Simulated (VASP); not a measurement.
All values below come from PBE GGA, VASP's PBE PAW potentials (set 64) (plane waves; VASP).

VASP input:

INCAR:
```
SYSTEM = NaI
NELM = 100
SIGMA = 0.01   # width (eV)
GGA = PE   # PBE
LCHARG = F
EDIFF = 1E-8   # SCF stop (eV)
PREC = Normal
LREAL = F
ISMEAR = 0
ENCUT = 500   # plane-wave cut-off (eV)
LWAVE = T
LASPH = T
ALGO = Normal
```

POSCAR:
```
NaI
4.5749810
  0.0000000000   0.7071067618   0.7071067618
  0.7071067618   0.0000000000   0.7071067618
  0.7071067618   0.7071067618   0.0000000000
Na I
1 1
direct
  0.0000000000   0.0000000000   0.0000000000
  0.5000000000   0.5000000000   0.5000000000
```

KPOINTS:
```
kpoints
0
gamma
6 6 6
```

POTCAR, in this order: Na_sv_GW I_GW (PBE.64 set). Program: vasp_std.

The resulting files:

File OSZICAR:
```
       N       E                     dE             d eps       ncg     rms          rms(c)
DAV:   1     0.116223577208E+03    0.11622E+03   -0.70449E+03   384   0.114E+03
DAV:   2    -0.446709837643E+00   -0.11667E+03   -0.11199E+03   412   0.311E+02
DAV:   3    -0.706649374267E+01   -0.66198E+01   -0.65536E+01   492   0.733E+01
DAV:   4    -0.746223083204E+01   -0.39574E+00   -0.39539E+00   588   0.175E+01
DAV:   5    -0.746757430295E+01   -0.53435E-02   -0.53434E-02   468   0.204E+00    0.835E-01
DAV:   6    -0.745896372469E+01    0.86106E-02   -0.23351E-02   500   0.143E+00    0.486E-01
DAV:   7    -0.746570561544E+01   -0.67419E-02   -0.25224E-02   448   0.102E+00    0.151E-01
DAV:   8    -0.746818065360E+01   -0.24750E-02   -0.28056E-03   408   0.498E-01    0.305E-02
DAV:   9    -0.746820994808E+01   -0.29294E-04   -0.10671E-04   572   0.119E-01    0.188E-02
DAV:  10    -0.746823596145E+01   -0.26013E-04   -0.52079E-05   400   0.670E-02    0.304E-03
DAV:  11    -0.746823491928E+01    0.10422E-05   -0.94698E-07   484   0.133E-02    0.853E-04
DAV:  12    -0.746823517663E+01   -0.25735E-06   -0.26822E-07   404   0.422E-03    0.632E-04
DAV:  13    -0.746823547188E+01   -0.29525E-06   -0.22731E-08   452   0.145E-03    0.703E-05
DAV:  14    -0.746823546904E+01    0.28324E-08   -0.96292E-10   252   0.237E-04
   1 F= -.74682355E+01 E0= -.74682355E+01  d E =-.139566-145
```

### OUTCAR
```
------------------------ aborting loop because EDIFF is reached ----------------------------------------
  FORCE on cell =-STRESS in cart. coord.  units (eV):
  Direction    XX          YY          ZZ          XY          YZ          ZX
  --------------------------------------------------------------------------------------
  Total        0.1369577      0.1369577      0.1369577     -0.0000000     -0.0000000     -0.0000000
  in kB        3.2407391      3.2407391      3.2407391     -0.0000000     -0.0000000     -0.0000000
  external PRESSURE =       3.2407391 kB  Pullay stress =       0.0000000 kB
  volume of cell :       67.71
      direct lattice vectors                 reciprocal lattice vectors
     0.000000000  3.235000000  3.235000000    -0.154559505  0.154559505  0.154559505
     3.235000000  0.000000000  3.235000000     0.154559505 -0.154559505  0.154559505
     3.235000000  3.235000000  0.000000000     0.154559505  0.154559505 -0.154559505
  FREE ENERGIE OF THE ION-ELECTRON SYSTEM (eV)
  ---------------------------------------------------
  free  energy   TOTEN  =        -7.4682354690 eV

  energy  without entropy=       -7.4682354690  energy(sigma->0) =       -7.46823547
```
(Selected blocks of OUTCAR.)

**OUTCAR**
```
 val. band max:        0.7862101490   @ k =   0.0000   0.0000   0.0000

 cond. band min:       4.4261069397   @ k =   0.0000   0.0000   0.0000


 Fermi energy:         0.9668727498

 k-point     1 :       0.0000    0.0000    0.0000
  band No.  band energies     occupation
      1     -49.7069      2.00000
      2     -21.6457      2.00000
      3     -21.6456      2.00000
      4     -21.6456      2.00000
      5     -10.2341      2.00000
      6       0.7862      2.00000
      7       0.7862      2.00000
      8       0.7862      2.00000
      9       4.4261      0.00000
     10       8.7467      0.00000
     11       8.7467      0.00000
     12       8.7467      0.00000

 k-point     2 :       0.1667    0.0000    0.0000
  band No.  band energies     occupation
      1     -49.7068      2.00000
      2     -21.6468      2.00000
      3     -21.6456      2.00000
      4     -21.6456      2.00000
      5     -10.1602      2.00000
      6       0.0525      2.00000
      7       0.7109      2.00000
      8       0.7109      2.00000
      9       5.2377      0.00000
     10       8.2537      0.00000
     11       8.9370      0.00000
     12       8.9370      0.00000

 k-point     3 :       0.3333    0.0000    0.0000
  band No.  band energies     occupation
      1     -49.7067      2.00000
      2     -21.6493      2.00000
      3     -21.6458      2.00000
      4     -21.6458      2.00000
      5     -10.0036      2.00000
      6      -0.9769      2.00000
      7       0.5704      2.00000
      8       0.5704      2.00000
      9       5.8884      0.00000
     10       8.5134      0.00000
     11       8.5134      0.00000
     12       8.7979      0.00000

 k-point     4 :       0.5000    0.0000    0.0000
  band No.  band energies     occupation
      1     -49.7067      2.00000
      2     -21.6506      2.00000
      3     -21.6457      2.00000
      4     -21.6457      2.00000
      5      -9.9203      2.00000
      6      -1.3957      2.00000
...
```

Unless said otherwise, spin-orbit coupling is left out, though it shifts the bands of the heavy elements here.

The compound is NaI in the rock salt structure. The cell was not relaxed at this level.
